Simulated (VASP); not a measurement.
```yaml
crystal:
  lattice:
    - [0.00000, 1.94036, 1.94036]
    - [1.94036, 0.00000, 1.94036]
    - [7.36005, 7.36005, 0.40138]
  atoms:
    - { symbol: Cu, position: [0.99221, 0.99221, 0.00584] }
    - { symbol: Cu, position: [0.00779, 0.00779, 0.24416] }
    - { symbol: Al, position: [0.02129, 0.02129, 0.48403] }
    - { symbol: Al, position: [0.97871, 0.97871, 0.76597] }
```

The numbers are results of PBEsol GGA, VASP's PBE PAW potentials (set 64) (plane waves; VASP), not measurements. Numerical set-up: 400 eV cut-off, 15×15×4 Γ-centred mesh, tetrahedra with Blöchl corrections, potentials Cu Al.

The cores are frozen, which limits the accuracy of field gradients.

Q: Give the principal components of the electric field gradient (V/Å²) and the asymmetry η at each nucleus.

A: 
```csv
atom,Vxx,Vyy,Vzz,η
Cu1,3.7,3.6,-7.3,0.00
Cu2,3.7,3.6,-7.3,0.00
Al3,1.8,1.8,-3.6,0.00
Al4,1.8,1.8,-3.6,0.00
```

The structure was generated: Al2Cu2 was put into an ordered model structure (R-3m), which need not be its known phase. It was relaxed first.
